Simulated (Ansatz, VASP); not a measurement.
## Cross-check of Tl2S between VASP and Ansatz

Aim: how closely do two programs agree when they are given the same cell, functional and k mesh? The cell is generated by rule, not measured, and may not be a known phase. The cell is taken from a series of VASP runs on this material, whose earlier steps may have relaxed, scaled or displaced it; both programs get it as it stands.

Program: Ansatz 0.2.0. Level of theory: plane waves, with VASP 6.6.1 beside it; band structure at PBEsol and band structure at PBEsol, spin-orbit coupling. Results are calculated unless marked as measured.

The structure was built from a prototype and need not be the compound's stable phase.

### Step 1. The structure

Symmetry: Fm-3m, No. 225, cubic system. Conventional cell: a = 6.018 Å, b = 6.018 Å, c = 6.018 Å, α = 90.00°, β = 90.00°, γ = 90.00°. S has 8 Tl at 2.61 Å nearest. Nearest to Tl lie 4 S at 2.61 Å. Farther neighbours and most contacts between anions are not listed.

As a file:

```cif
data_structure
_symmetry_space_group_name_H-M 'P 1'
_symmetry_Int_Tables_number 1
_cell_length_a 4.2554
_cell_length_b 4.2554
_cell_length_c 4.2554
_cell_angle_alpha 60.000
_cell_angle_beta 60.000
_cell_angle_gamma 60.000
_cell_volume 54.49
loop_
_atom_site_label
_atom_site_type_symbol
_atom_site_fract_x
_atom_site_fract_y
_atom_site_fract_z
_atom_site_occupancy
S1 S 0.00000 0.00000 0.00000 1
Tl2 Tl 0.25000 0.25000 0.25000 1
Tl3 Tl 0.75000 0.75000 0.75000 1
```

### Step 2. VASP: band structure, PBEsol

A single point gives forces, pressure and levels at one fixed geometry, so differences don't come from the geometry; what else differs is listed under the comparison.

Lines of VASP's logs that name or quote its potential files are left out, and so is its time.

INCAR reads:

```
SYSTEM = Tl2S
PREC = Accurate
ENCUT = 400
EDIFF = 1E-06
NELM = 100
ISMEAR = 0
SIGMA = 0.02
LREAL = .FALSE.
ALGO = Normal
GGA = PS
NBANDS = 29
LORBIT = 11
LWAVE = .FALSE.
LCHARG = .FALSE.
KPAR = 4
ISIF = 2
```

POSCAR reads:

```
Tl2S
1.0
    0.0000000000      3.0090300000      3.0090300000
    3.0090300000      0.0000000000      3.0090300000
    3.0090300000      3.0090300000      0.0000000000
S Tl
1 2
Direct
    0.0000000000      0.0000000000      0.0000000000
    0.2500000000      0.2500000000      0.2500000000
    0.7500000000      0.7500000000      0.7500000000
```

KPOINTS reads:

```
Automatic mesh
0
Gamma
12 12 12
0 0 0
```

KPOINTS_OPT reads:

```
Line mode
24
Line-mode
Reciprocal
  0.00000000   0.00000000   0.00000000 GAMMA
  0.50000000   0.00000000   0.50000000 X

  0.50000000   0.00000000   0.50000000 X
  0.50000000   0.25000000   0.75000000 W

  0.50000000   0.25000000   0.75000000 W
  0.37500000   0.37500000   0.75000000 K

  0.37500000   0.37500000   0.75000000 K
  0.00000000   0.00000000   0.00000000 GAMMA

  0.00000000   0.00000000   0.00000000 GAMMA
  0.50000000   0.50000000   0.50000000 L

  0.50000000   0.50000000   0.50000000 L
  0.62500000   0.25000000   0.62500000 U

  0.62500000   0.25000000   0.62500000 U
  0.50000000   0.25000000   0.75000000 W

  0.50000000   0.25000000   0.75000000 W
  0.50000000   0.50000000   0.50000000 L

  0.50000000   0.50000000   0.50000000 L
  0.37500000   0.37500000   0.75000000 K

  0.62500000   0.25000000   0.62500000 U
  0.50000000   0.00000000   0.50000000 X
```

Potentials, in the order of the species: S and Tl_d (PBE family, release 64).

Started as:

```sh
> mpirun -np 4 vasp_std
```

Numbers of over 12 decimals in the logs are rounded to 6 here.

The program printed:

```text
[banner, memory and clock lines left out]
running    4 mpi-ranks, on    1 nodes
 distrk:  each k-point on    1 cores,    4 groups
 distr:  one band on    1 cores,    1 groups

 POSCAR found type information on POSCAR S Tl
 POSCAR found :  2 types and       3 ions
|                                                                             |
|               ----> ADVICE to this user running VASP <----                  |
|                                                                             |
|     You enforced a specific xc type in the INCAR file but a different       |
|     [... a line on the potential file left out ...]
|     I HOPE YOU KNOW WHAT YOU ARE DOING!                                     |
|                                                                             |

 LDA part: xc-table for (Slater+PW92), standard interpolation
 POSCAR, INCAR and KPOINTS ok, starting setup
 FFT: planning ... GRIDC
 FFT: planning ... GRID_SOFT
 FFT: planning ... GRID
 WAVECAR not read
 entering main loop
       N       E                     dE             d eps       ncg     rms          rms(c)
DAV:   1     0.165854889906E+03    0.16585E+03   -0.13927E+04  4200   0.864E+02
DAV:   2    -0.177799985516E+01   -0.16763E+03   -0.15934E+03  4850   0.246E+02
DAV:   3    -0.686805773295E+01   -0.50901E+01   -0.50295E+01  4932   0.378E+01
DAV:   4    -0.689987221026E+01   -0.31814E-01   -0.31807E-01  4767   0.339E+00
DAV:   5    -0.690022552943E+01   -0.35332E-03   -0.35331E-03  4864   0.353E-01    0.234E+01
DAV:   6    -0.647627493283E+01    0.42395E+00   -0.33127E-01  4657   0.597E+00    0.145E+01
DAV:   7    -0.646316403170E+01    0.13111E-01   -0.19526E-01  4888   0.261E+00    0.301E+00
DAV:   8    -0.645625649798E+01    0.69075E-02   -0.18678E-02  4601   0.109E+00    0.576E-01
DAV:   9    -0.645612417997E+01    0.13232E-03   -0.25518E-03  4711   0.252E-01    0.612E-02
DAV:  10    -0.645612435576E+01   -0.17579E-06   -0.11232E-04  5131   0.586E-02    0.455E-02
DAV:  11    -0.645612240168E+01    0.19541E-05   -0.93019E-06  4786   0.216E-02    0.136E-02
DAV:  12    -0.645612269069E+01   -0.28902E-06   -0.10777E-06  4101   0.503E-03
   1 F= -.64561227E+01 E0= -.64560743E+01  d E =-.968484E-04
 Start KPOINTS_OPT (optional k-point list driver)
k-point batch [1-72\240]
       N       E                     dE             ncg
DAV:   1     0.140052810079E+05   -0.45043E+05     4184
DAV:   2     0.186465031480E+04   -0.12141E+05     4838
DAV:   3     0.148750971778E+04   -0.37714E+03     4934
DAV:   4     0.148497372318E+04   -0.25360E+01     4803
DAV:   5     0.148494319569E+04   -0.30527E-01     4903
DAV:   6     0.148494264043E+04   -0.55526E-03     4935
DAV:   7     0.148494262887E+04   -0.11559E-04     4549
DAV:   8     0.148494262839E+04   -0.47894E-06     3164
[...]
k-point batch [217-240\240]
       N       E                     dE             ncg
DAV:   1     0.480318570789E+05   -0.18588E+05     1408
DAV:   2     0.440559851788E+05   -0.39759E+04     1633
DAV:   3     0.439391389289E+05   -0.11685E+03     1650
DAV:   4     0.439383585406E+05   -0.78039E+00     1677
DAV:   5     0.439383486480E+05   -0.98926E-02     1621
DAV:   6     0.439383484630E+05   -0.18501E-03     1705
DAV:   7     0.439383484590E+05   -0.39798E-05     1635
DAV:   8     0.439383484589E+05   -0.12400E-06     1069
```

OUTCAR, selected parts (step 2):

```text
ion  position               nearest neighbor table
   1  0.000  0.000  0.000-   3 2.61   3 2.61   2 2.61   3 2.61   2 2.61   2 2.61   3 2.61   2 2.61

  LATTYP: Found a face centered cubic cell.
 ALAT       =     6.0180600000

 Subroutine GETGRP returns: Found 48 space group operations
 (whereof 48 operations were pure point group operations)

The static configuration has the point symmetry O_h .

 Found     72 irreducible k-points:

   k-points           NKPTS =     72   k-points in BZ     NKDIM =     72   number of bands    NBANDS=     29

   dimension x,y,z NGX =    28 NGY =   28 NGZ =   28
   dimension x,y,z NGXF=    56 NGYF=   56 NGZF=   56

   ENCUT  =  400.0 eV  29.40 Ry    5.42 a.u.   6.94  6.94  6.94*2*pi/ulx,y,z

   NELECT =      32.0000    total number of electrons

 k-points in reciprocal lattice and weights: Automatic mesh
   0.00000000  0.00000000  0.00000000       0.001
   0.08333333  0.00000000  0.00000000       0.005
   0.16666667  0.00000000  0.00000000       0.005
   0.25000000  0.00000000  0.00000000       0.005
   0.33333333  0.00000000  0.00000000       0.005
   0.41666667  0.00000000  0.00000000       0.005
   0.50000000  0.00000000  0.00000000       0.002
   0.08333333  0.08333333  0.00000000       0.003
   0.16666667  0.08333333  0.00000000       0.014
[...]
-0.33333333  0.50000000  0.16666667       0.007
  -0.25000000  0.50000000  0.25000000       0.003

 average (electrostatic) potential at core
       1 -82.1313       2 -79.0575       3 -79.0575

 E-fermi :  11.2956

 k-point     1 :       0.0000    0.0000    0.0000
  band No.  band energies     occupation
    ...
     15       7.5444      2.00000
     16      10.6142      2.00000
     17      10.6745      2.00000
     18      10.6745      2.00000
     19      10.6745      2.00000
     20      17.5240      0.00000
     21      17.5240      0.00000
     22      17.5240      0.00000
     23      18.6466      0.00000
     24      18.6466      0.00000
    ...

 k-point     2 :       0.0833    0.0000    0.0000
  band No.  band energies     occupation
    ...
     14       7.4443      2.00000
     15       7.4443      2.00000
     16       9.4722      2.00000
     17      10.8589      2.00000
     18      10.8589      2.00000
     19      12.2680      0.00000
     20      17.0421      0.00000
     21      17.0421      0.00000
     22      17.1089      0.00000
     23      19.2849      0.00000
    ...

 k-point     3 :       0.1667    0.0000    0.0000
  band No.  band energies     occupation
    ...
     14       7.2163      2.00000
     15       7.2163      2.00000
     16       9.4173      2.00000
     17      11.3028      0.61289
     18      11.3028      0.61288
     19      13.6763      0.00000
     20      16.4694      0.00000
     21      16.4694      0.00000
     22      16.9241      0.00000
     23      20.3389      0.00000
    ...

  Total       17.8541993     17.8541993     17.8541993      0.0000000      0.0000000      0.0000000
  in kB      524.9783709    524.9783709    524.9783709      0.0000000      0.0000000      0.0000000
  external PRESSURE =     524.9783709 kB  Pullay stress =       0.0000000 kB

  energy-cutoff  :      400.00
  volume of cell :       54.49
      direct lattice vectors                 reciprocal lattice vectors
     0.000000000  3.009030000  3.009030000    -0.166166505  0.166166505  0.166166505
     3.009030000  0.000000000  3.009030000     0.166166505 -0.166166505  0.166166505
     3.009030000  3.009030000  0.000000000     0.166166505  0.166166505 -0.166166505

 POSITION                                       TOTAL-FORCE (eV/Angst)
 -----------------------------------------------------------------------------------
      0.00000      0.00000      0.00000         0.000000     -0.000000      0.000000
      1.50452      1.50452      1.50452        -0.000000     -0.000000     -0.000000
      4.51355      4.51355      4.51355         0.000000      0.000000      0.000000
 -----------------------------------------------------------------------------------
    total drift:                                0.000000      0.000000      0.000000

  FREE ENERGIE OF THE ION-ELECTRON SYSTEM (eV)
  ---------------------------------------------------
  free  energy   TOTEN  =        -6.4561226907 eV

  energy  without entropy=       -6.4560258423  energy(sigma->0) =       -6.45607427

 total charge
# of ion       s       p       d       tot
------------------------------------------
    1        1.436   2.301   0.000   3.737
    2        1.230   0.607   9.703  11.539
    3        1.230   0.607   9.703  11.539
--------------------------------------------------
tot          3.896   3.514  19.406  26.816

[... 3 further parts left out ...]
```

The run ends at a pressure of 52.50 GPa.

### Step 3. Ansatz: band structure, PBEsol

Ansatz runs on its default PAW (the set named soft_2) files.

The same cell, functional, mesh and smearing now go to Ansatz, which takes its cutoff from its data sets.

input.yaml reads:

```yaml
crystal:
  lattice:
    - [0.0, 3.00903, 3.00903]
    - [3.00903, 0.0, 3.00903]
    - [3.00903, 3.00903, 0.0]
  atoms:
    - { symbol: S, position: [0.0, 0.0, 0.0] }
    - { symbol: Tl, position: [0.25, 0.25, 0.25] }
    - { symbol: Tl, position: [0.75, 0.75, 0.75] }
hamiltonian:
  xc: pbesol
  pseudopotentials: { kind: paw }
kpoints:
  mp_grid: { grid: [12, 12, 12] }
  band_path:
    path:
      - [0.0, 0.0, 0.0]
      - [0.17391, 0.0, 0.17391]
      - [0.34783, 0.0, 0.34783]
      - [0.5, 0.0, 0.5]
      - [0.5, 0.08696, 0.58696]
      - [0.5, 0.18478, 0.68478]
      - [0.49457, 0.25543, 0.75]
      - [0.45109, 0.29891, 0.75]
      - [0.40761, 0.34239, 0.75]
      - [0.34239, 0.34239, 0.68478]
      - [0.21196, 0.21196, 0.42391]
      - [0.08152, 0.08152, 0.16304]
      - [0.04348, 0.04348, 0.04348]
      - [0.23913, 0.23913, 0.23913]
      - [0.41304, 0.41304, 0.41304]
      - [0.5163, 0.46739, 0.5163]
      - [0.55978, 0.38043, 0.55978]
      - [0.6087, 0.28261, 0.6087]
      - [0.60326, 0.25, 0.64674]
      - [0.55978, 0.25, 0.69022]
      - [0.5163, 0.25, 0.7337]
      - [0.5, 0.30435, 0.69565]
      - [0.5, 0.3913, 0.6087]
      - [0.5, 0.47826, 0.52174]
      - [0.47283, 0.47283, 0.55435]
      - [0.42391, 0.42391, 0.65217]
      - [0.38043, 0.38043, 0.73913]
      - [0.59239, 0.18478, 0.59239]
      - [0.54891, 0.09783, 0.54891]
      - [0.5, 0.0, 0.5]
    npoints: 1
scf:
  occupations: { method: gaussian, width: 0.02 }
  n_extra_bands: 7
output:
  forces: true
  stress: true
  eigenvalues: true
  write_density: true
  write_potential: true
  elf: true
  volumetric_format: npy
```

Started as:

```sh
> ansatz run input.yaml --threads 2 --pin off --max-ram 4608MiB --backend cpu --events-out ev --progress --plain --runs-dir out
```

The program printed:

```text
scf.n_extra_bands = 7 over 16 filled bands (N_el = 32.0): the run solves 23 bands
Engine: ansatz 0.2.0, x86_64-unknown-linux-gnu
Pseudopotentials: kind: paw
Pseudopotential: S, paw, valence charge 6, recommended cutoff 420 eV (normal), S.paw.azcp
Pseudopotential: Tl, paw, valence charge 13, recommended cutoff 420 eV (normal), Tl.paw.azcp
Functional definition: PBEsol
  exchange = pbesol_x
  correlation = pbesol_c
Crystal: 3 atoms, lattice volume = 54.489 Å³
Basis set: ecut = 420 eV, 1067 PW (Γ), exchange–correlation on 60×60×60 points (8 copies of the dense FFT grid, shifted against one another)
Bands: 23, of which v1, the nominal top of the filled ones, is band 16 counted from 1 (15 counted from 0)
Symmetry: 48 space group operations
Space group: Fm-3m (ITA 225), of the structure as read, at distance tolerance 3.8e-5 Å
k-points: 72 of 1728
Non-local potential: S, projectors of the file, l = 0: 2, l = 1: 2, l = 2: 2
Non-local potential: Tl, projectors of the file, l = 0: 2, l = 1: 2, l = 2: 2, l = 3: 1
PAW form: soft (Blöchl's): semilocal exchange-correlation on the pseudo side does not see the compensation charge
PAW frozen core: S, regenerated for the run's functional, and the local potential with it (the file was generated under x = pbe(κ = 0.804, μ = 0.219515), c = pbe(β = 0.066725))
PAW frozen core: Tl, regenerated for the run's functional, and the local potential with it (the file was generated under x = pbe(κ = 0.804, μ = 0.219515), c = pbe(β = 0.066725))
PAW one-centre angular grid: S, 110 points (default); XC on 64 Gauss nodes
PAW one-centre angular grid: Tl, 590 points (default); XC on 64 Gauss nodes
Initial density: superposition of atomic densities (neutral atoms: chi_scale 0, normalization atom), corrected by the library's trained network
Initial wavefunctions: pseudopotential atomic-orbital guess
Functional: x = pbesol(κ = 0.804, μ = 0.123457), c = pbesol(β = 0.046)
SCF iter   1: F=—  HF=-23473.087084 eV  |F-HF|=—  |Δ(HF+E_count)|=         —  Δρ=5.94e-3  dr2=1.33e-2  ethr=1.77e-3  ⟨swp⟩=6.8  Hψ=9225  notcnv=0
preconditioner: auto → none  [insulator: Δε(μ)=0.131 eV  Ē_g=15.480 eV  σ=0.020 eV  W_gap=0.69  n_scr=14 (ndim 8)  ℏωp=28.5 eV  f_vac=0.000  D(μ)=0.48/eV (n_scr^D=0)  ε∞_Penn≈4.4]
SCF iter   2: F=—  HF=-23473.083285 eV  |F-HF|=—  |Δ(HF+E_count)|=   3.80e-3  Δρ=1.46e-3  dr2=7.69e-4  ethr=4.16e-5  ⟨swp⟩=2.0  Hψ=3600  notcnv=0  defer=152
SCF iter   3: F=—  HF=-23473.083302 eV  |F-HF|=—  |Δ(HF+E_count)|=   1.65e-5  Δρ=5.81e-4  dr2=1.19e-4  ethr=2.40e-6  ⟨swp⟩=1.0  Hψ=1504  notcnv=0  defer=152
SCF iter   4: F=—  HF=-23473.083312 eV  |F-HF|=—  |Δ(HF+E_count)|=   1.05e-5  Δρ=3.55e-5  dr2=2.34e-7  ethr=3.73e-7  ⟨swp⟩=2.1  Hψ=1850  notcnv=0  defer=152
SCF iter   5: F=—  HF=-23473.083296 eV  |F-HF|=—  |Δ(HF+E_count)|=   1.61e-5  Δρ=5.88e-6  dr2=1.29e-8  ethr=7.31e-10  ⟨swp⟩=2.0  Hψ=2658  notcnv=0  defer=152
SCF iter   6: F=-23473.083296 eV  HF=-23473.083296 eV  |F-HF|=1.46e-11  |Δ(HF+E_count)|=   3.02e-9  Δρ=4.24e-7  dr2=6.95e-11  ethr=4.02e-11  ⟨swp⟩=9.2  Hψ=11070  notcnv=0
SCF 1 converged in 6 iterations: F = -23473.083296 eV  dr2 = 6.95e-11
  greatest PAW one-centre occupation: 0.961 electrons in one spin orbital (limit 2), on the Tl atom at site 2 (counted from 0), in its partial waves of l = 2
NSCF: frozen V_eff on 30 k-points
SCF converged after 6 iterations
Free energy (F): -23473.083296 eV
Harris-Foulkes:  -23473.083296 eV  (|F-HF|=1.46e-11)
Internal energy: -23473.083201 eV  (E = F + TS)
E sigma→0 (E₀):  -23473.083248 eV
Entropy (-TS):   -0.000096 eV (-0.032 meV/atom)
Fermi energy:    15.751510 eV
--- Per-component energies (eV) ---
  E_band       = 163.977670
  E_kinetic    = 795.730313
  E_local      = -1564.099670  (includes V_loc(G=0)·N_el)
  E_nonlocal   = 670.382951
  E_hartree    = 599.516278
  E_xc         = -564.704086
  E_vxc        = -386.066512  (∫ρ·V_xc dr)
  E_paw        = -20618.592163  (= ΣΔE_a)
  E_vpaw       = -551.001792  (= ΣTr[D̂ρ^β])
  E_aug_tail   = 0.000067  (compensation charges beyond the density's cutoff)
  E_ewald      = -2791.455371
  E_core_change = 0.138479  (= ΣΔE_core)
  E_smearing   = -0.000096  (= −TS)
  E_closure    = 0.000000  (closes the sum)
  Σ components = -23473.083296   (vs F -23473.083296, Δ=0.00e0)
--- Forces (eV/Å), atoms counted from 1 ---
  atom   1  S     -0.00000000     0.00000000     0.00000000
  atom   2  Tl     0.00000000    -0.00000000    -0.00000000
  atom   3  Tl    -0.00000000     0.00000000    -0.00000000
  max |Σ_I F_I| component: 6.48e-17 eV/Å
--- Stress (GPa, compression-positive) ---
       52.412917       0.000000       0.000000
        0.000000      52.412917      -0.000000
       -0.000000       0.000000      52.412917
  P = ⅓ Tr σ = 52.4129 GPa (524.129 kbar)
--- Band table (eV; the first three rows and the last of 72) ---
  k-point 0: bands = [... 12 lower, 12.0086, 12.0086, 12.0086, 15.1056, 15.1323, 15.1323, 15.1323, 21.9842, ... 3 higher]
  k-point 1: bands = [... 12 lower, 11.8683, 11.9086, 11.9086, 13.9486, 15.3162, 15.3162, 16.7395, 21.4771, ... 3 higher]
  k-point 2: bands = [... 12 lower, 11.2079, 11.6808, 11.6808, 13.8899, 15.7586, 15.7586, 18.1465, 20.8973, ... 3 higher]
  k-point 71: bands = [... 12 lower, 6.9275, 8.3122, 14.6799, 14.6799, 16.0449, 16.4866, 21.1081, 21.1081, ... 3 higher]
```

It took 2.1 s on 2 threads of Intel Xeon Platinum 8488C (Sapphire Rapids), shared host; peak memory 0.43 GiB.

### Step 4. Differences

Known differences besides the potentials themselves: the cutoff is 420 eV in Ansatz and 400 eV in VASP; Ansatz makes its cores anew for this functional, VASP keeps those of its PBE data sets; VASP leaves aspherical gradient terms in its spheres out (LASPH is not set), Ansatz keeps them. Total energies have different zeros and are not compared.

Both answers:

```csv
quantity,Ansatz,VASP,difference
pressure (GPa),52.41,52.50,-0.08
pressure without Ansatz's Pulay correction (GPa),52.34,52.50,-0.16
```

Levels from 3 eV below to 2 eV above the Fermi level differ by 10 meV r.m.s. and 36 meV at most; each VASP level is matched to the nearest of Ansatz, which flatters the figure a little. Ansatz's pressure holds a Pulay correction of 0.07 GPa; VASP's holds none.

[end of part 1 of 2]

[Lines on the potential files, build, host, timing and source positions are cut from VASP's logs without a mark.]

[Logs are printed without paths, hosts, clocks, repeated set-up lines and the standing remarks that a program may print on its own settings, such as how far it seeks lower states.]

[Hosts, paths, dates, database ids (printed as entryN), source tags and the programs' standing remarks are cut or masked in the printed files.]
